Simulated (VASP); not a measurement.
Energy against volume of Ta (bcc). Computed with AM05 GGA, VASP's PBE PAW potentials (set 64) (plane waves; VASP 6.6.1). Numerical set-up: 520 eV cut-off, 16×16×16 Γ-centred mesh, first-order Methfessel-Paxton smearing of 0.10 eV, potentials Ta_pv.

```json
[
 {"V (Å³/atom)": "17.114", "E (eV/atom)": "-12.31079"},
 {"V (Å³/atom)": "17.643", "E (eV/atom)": "-12.32109"},
 {"V (Å³/atom)": "18.173", "E (eV/atom)": "-12.31124"},
 {"V (Å³/atom)": "18.702", "E (eV/atom)": "-12.28332"}
]
```

### Question
Fit these four points and predict the energy of the run at 16.585 Å³/atom.

### Answer
A cubic in V^(−2/3), the third-order Birch-Murnaghan form, passes through the four points with V0 = 17.64 Å³/atom and B0 = 203 GPa, and gives -12.2781 eV/atom there. The run gave -12.2775 eV/atom, +0.6 meV/atom from the fit; all five points give B0 = 205 GPa.

The compound is Ta in the bcc structure. It was relaxed first.
